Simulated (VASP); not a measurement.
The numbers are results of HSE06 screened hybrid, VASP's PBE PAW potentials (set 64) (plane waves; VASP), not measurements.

Input for VASP

**POSCAR**
```
InP
1
    0.0000000000     2.9486296521     2.9486296521
    2.9486296521     0.0000000000     2.9486296521
    2.9486296521     2.9486296521     0.0000000000
In P
1 1
Direct
  0.0000000000   0.0000000000   0.0000000000
  0.2500000000   0.2500000000   0.2500000000
```

**INCAR**
```
! general
SYSTEM    =  InP
PREC      =  Accurate
ENCUT     =  520
LREAL     =  F
LASPH     =  T
ISYM      =  3

! electronic loop
EDIFF     =  1E-6
NELM      =  60
ALGO      =  Normal
LMAXMIX   =  4

! smearing
ISMEAR    =  0
SIGMA     =  0.05

! functional
GGA       =  PE
LHFCALC   =  T
AEXX      =  0.25
HFSCREEN  =  0.2
PRECFOCK  =  Fast

! ions
ISIF      =  2

! output
LWAVE     =  F
LCHARG    =  F
```

**KPOINTS**
```
Automatic
0
gamma
  6 6 6
0 0 0
```

POTCAR, in this order: In_d P (PBE.64 set). Program: vasp_std. Read from the step before: WAVECAR.

The resulting files:

### OUTCAR
```
 ion  position               nearest neighbor table
   1  0.000  0.000  0.000-   2 2.55   2 2.55   2 2.55   2 2.55
   2  0.250  0.250  0.250-   1 2.55   1 2.55   1 2.55   1 2.55
  LATTYP: Found a face centered cubic cell.
 ALAT       =     5.8972593042
 Subroutine PRICEL returns:
 Original cell was already a primitive cell.
 Subroutine GETGRP returns: Found 24 space group operations
The static configuration has the point symmetry T_d .
The dynamic configuration has the point symmetry T_d .
 Subroutine INISYM returns: Found 24 space group operations
 Subroutine IBZKPT returns following result:
 Found     16 irreducible k-points:

 Following reciprocal coordinates:
            Coordinates               Weight
  0.000000  0.000000  0.000000      1.000000
  0.166667  0.000000  0.000000      8.000000
  0.333333  0.000000  0.000000      8.000000
  0.500000  0.000000  0.000000      4.000000
  0.166667  0.166667  0.000000      6.000000
  0.333333  0.166667  0.000000     24.000000
  0.500000  0.166667  0.000000     24.000000
 -0.333333  0.166667  0.000000     24.000000
 -0.166667  0.166667  0.000000     12.000000
...
```

OSZICAR:
```
       N       E                     dE             d eps       ncg     rms          rms(c)
DAV:   1    -0.100096562551E+02   -0.10010E+02   -0.39248E-01   531   0.947E+00    0.346E+00
DAV:   2    -0.100161384830E+02   -0.64822E-02   -0.35474E-02   579   0.178E+00    0.372E+00
DAV:   3    -0.100157308486E+02    0.40763E-03   -0.14092E-03   563   0.633E-01    0.246E+00
DAV:   4    -0.100155536849E+02    0.17716E-03   -0.22063E-04   614   0.221E-01    0.156E+00
DAV:   5    -0.100155065841E+02    0.47101E-04   -0.49268E-05   507   0.887E-02    0.951E-01
DAV:   6    -0.100154932493E+02    0.13335E-04   -0.12269E-05   530   0.435E-02    0.577E-01
DAV:   7    -0.100154890207E+02    0.42286E-05   -0.23849E-06   468   0.212E-02    0.350E-01
DAV:   8    -0.100154875944E+02    0.14263E-05   -0.81196E-07   283   0.114E-02    0.210E-01
DAV:   9    -0.100154874723E+02    0.12205E-06   -0.48067E-07   253   0.784E-03
   1 F= -.10015487E+02 E0= -.10015487E+02  d E =-.295939E-13
```

**OUTCAR**
```
------------------------ aborting loop because EDIFF is reached ----------------------------------------
  FORCE on cell =-STRESS in cart. coord.  units (eV):
  Direction    XX          YY          ZZ          XY          YZ          ZX
  --------------------------------------------------------------------------------------
  Total       -0.0071783     -0.0071783     -0.0071783      0.0000000      0.0000000     -0.0000000
  in kB       -0.2243062     -0.2243062     -0.2243062      0.0000000      0.0000000     -0.0000000
  external PRESSURE =      -0.2243062 kB  Pullay stress =       0.0000000 kB
  volume of cell :       51.27
      direct lattice vectors                 reciprocal lattice vectors
     0.000000000  2.948629652  2.948629652    -0.169570295  0.169570295  0.169570295
     2.948629652  0.000000000  2.948629652     0.169570295 -0.169570295  0.169570295
     2.948629652  2.948629652  0.000000000     0.169570295  0.169570295 -0.169570295
  FREE ENERGIE OF THE ION-ELECTRON SYSTEM (eV)
  ---------------------------------------------------
  free  energy   TOTEN  =       -10.0154874723 eV

  energy  without entropy=      -10.0154874723  energy(sigma->0) =      -10.01548747

  exchange ACFDT corr.  =         0.00000000  see jH, gK, PRB 81, 115126
```
(Selected blocks of OUTCAR.)

The compound is InP in the zinc blende structure. This cell is one point of a volume scan, at 0.97 of the reference volume. The cell's shape comes from a PBE relaxation.
